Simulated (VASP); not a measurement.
Consider the following.

```
CELL_PARAMETERS angstrom
      3.70018     0.00000     0.00000
     -1.85009     3.20445     0.00000
      0.00000     0.00000     5.55993
ATOMIC_POSITIONS crystal
  Pd 0.00000 0.00000 0.00000
  Pd 0.00000 0.00000 0.50000
  Al 0.33333 0.66667 0.25000
  Al 0.66667 0.33333 0.75000
```

Method: r2SCAN meta-GGA, VASP's PBE PAW potentials (set 64) (plane waves; VASP 6.6.1). Settings: 400 eV cut-off, 11×11×6 Γ-centred mesh, tetrahedra with Blöchl corrections, potentials Pd Al.

The cores are frozen, which limits the accuracy of field gradients.

Question: Give the principal components of the electric field gradient (V/Å²) and the asymmetry η at each nucleus.

Answer: 
| atom | Vxx | Vyy | Vzz | η |
|---|---|---|---|---|
| Pd1 | 70.9 | 70.9 | -141.7 | 0.00 |
| Pd2 | 70.9 | 70.9 | -141.7 | 0.00 |
| Al3 | -4.6 | -4.6 | 9.3 | 0.00 |
| Al4 | -4.6 | -4.6 | 9.3 | 0.00 |

The structure was generated: PdAl was put into the NiAs type type (P6_3/mmc), which need not be its known phase. It was relaxed first, which changed the volume by -23 %.
